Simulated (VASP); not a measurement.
These are AM05 GGA, VASP's PBE PAW potentials (set 64) (plane waves; VASP 6.6.1) values and carry that method's errors.

Input for VASP

POSCAR:
```
TiC
1
   -0.0000000000     2.1448764892     2.1448764892
    2.1448764892     0.0000000000     2.1448764892
    2.1448764892     2.1448764892     0.0000000000
Ti C
1 1
Direct
  0.0000000000   0.0000000000   0.0000000000
  0.5000000000   0.5000000000   0.5000000000
```

File KPOINTS:
```
kpoints
0
Gamma
13 13 13
0 0 0
```

INCAR:
```
NSW  =  60
LMAXMIX  =  4   # l cut-off of mixed one-centre charges
IBRION  =  2   # conjugate gradients
SIGMA  =  0.1   # width (eV)
GGA  =  AM   # AM05
ISIF  =  3
PREC  =  Accurate
SYSTEM  =  TiC
EDIFFG  =  -0.01   # ionic stop
ISMEAR  =  1
LWAVE  =  .False.
LCHARG  =  .False.
EDIFF  =  1E-6   # SCF stop (eV)
ALGO  =  Normal   # blocked Davidson
NELM  =  100   # most electronic steps
LASPH  =  .True.
LREAL  =  .False.   # projection in real space or not
ENCUT  =  520   # plane-wave cut-off (eV)
```

POTCAR, in this order: Ti_sv C (PBE.64 set). Program: vasp_std.

What VASP printed:

**OUTCAR**
```
 ion  position               nearest neighbor table
   1  0.000  0.000  0.000-   2 2.14   2 2.14   2 2.14   2 2.14   2 2.14   2 2.14
   2  0.500  0.500  0.500-   1 2.14   1 2.14   1 2.14   1 2.14   1 2.14   1 2.14
  LATTYP: Found a face centered cubic cell.
 ALAT       =     4.2897529784
 Subroutine PRICEL returns:
 Original cell was already a primitive cell.
 Subroutine GETGRP returns: Found 48 space group operations
The static configuration has the point symmetry O_h .
The dynamic configuration has the point symmetry O_h .
 Subroutine INISYM returns: Found 48 space group operations
 Subroutine IBZKPT returns following result:
 Found     84 irreducible k-points:

 Following reciprocal coordinates:
            Coordinates               Weight
  0.000000  0.000000  0.000000      1.000000
  0.076923  0.000000  0.000000      8.000000
  0.153846  0.000000  0.000000      8.000000
  0.230769  0.000000  0.000000      8.000000
  0.307692  0.000000  0.000000      8.000000
  0.384615  0.000000  0.000000      8.000000
  0.461538  0.000000  0.000000      8.000000
  0.076923  0.076923  0.000000      6.000000
  0.153846  0.076923  0.000000     24.000000
...
```

### OSZICAR
```
       N       E                     dE             d eps       ncg     rms          rms(c)
DAV:   1     0.116417319074E+03    0.11642E+03   -0.84829E+03  2016   0.161E+03
DAV:   2    -0.146142058404E+02   -0.13103E+03   -0.12469E+03  2092   0.381E+02
DAV:   3    -0.240952701436E+02   -0.94811E+01   -0.90128E+01  2604   0.964E+01
DAV:   4    -0.245701082618E+02   -0.47484E+00   -0.47417E+00  2648   0.209E+01
DAV:   5    -0.245862374579E+02   -0.16129E-01   -0.16126E-01  2664   0.334E+00    0.195E+01
DAV:   6    -0.198661383619E+02    0.47201E+01   -0.28558E+01  2388   0.698E+01    0.666E+00
DAV:   7    -0.193713017903E+02    0.49484E+00   -0.38448E+00  2344   0.258E+01    0.516E+00
DAV:   8    -0.193323408193E+02    0.38961E-01   -0.21085E-01  2164   0.667E+00    0.195E+00
DAV:   9    -0.193390805329E+02   -0.67397E-02   -0.65554E-02  2404   0.265E+00    0.896E-01
DAV:  10    -0.193349121614E+02    0.41684E-02   -0.16327E-02  2476   0.203E+00    0.345E-01
DAV:  11    -0.193345986659E+02    0.31350E-03   -0.26391E-03  2300   0.665E-01    0.781E-02
DAV:  12    -0.193345162402E+02    0.82426E-04   -0.26841E-04  2148   0.270E-01    0.227E-02
DAV:  13    -0.193345067195E+02    0.95208E-05   -0.30387E-05  2652   0.887E-02    0.418E-03
DAV:  14    -0.193345068477E+02   -0.12829E-06   -0.68018E-07  1324   0.114E-02
   1 F= -.19334507E+02 E0= -.19334389E+02  d E =-.193345E+02
```

### OUTCAR
```
------------------------ aborting loop because EDIFF is reached ----------------------------------------
  FORCE on cell =-STRESS in cart. coord.  units (eV):
  Direction    XX          YY          ZZ          XY          YZ          ZX
  --------------------------------------------------------------------------------------
  Total       -0.0133499     -0.0133499     -0.0133499      0.0000000      0.0000000     -0.0000000
  in kB       -1.0838075     -1.0838075     -1.0838075      0.0000000      0.0000000     -0.0000000
  external PRESSURE =      -1.0838075 kB  Pullay stress =       0.0000000 kB
  volume of cell :       19.73
      direct lattice vectors                 reciprocal lattice vectors
     0.000000000  2.144876489  2.144876489    -0.233113656  0.233113656  0.233113656
     2.144876489  0.000000000  2.144876489     0.233113656 -0.233113656  0.233113656
     2.144876489  2.144876489  0.000000000     0.233113656  0.233113656 -0.233113656
 POSITION                                       TOTAL-FORCE (eV/Angst)
 -----------------------------------------------------------------------------------
      0.00000      0.00000      0.00000        -0.000000      0.000000      0.000000
      2.14488      2.14488      2.14488         0.000000     -0.000000     -0.000000
 -----------------------------------------------------------------------------------
    total drift:                                0.000000     -0.000000     -0.000000
  FREE ENERGIE OF THE ION-ELECTRON SYSTEM (eV)
  ---------------------------------------------------
  free  energy   TOTEN  =       -19.3345068477 eV

  energy  without entropy=      -19.3341536704  energy(sigma->0) =      -19.33438912

 reached required accuracy - stopping structural energy minimisation
```
(Selected blocks of OUTCAR.)

The compound is TiC in the rock salt structure. It was relaxed first. The start is the result of an earlier pass.
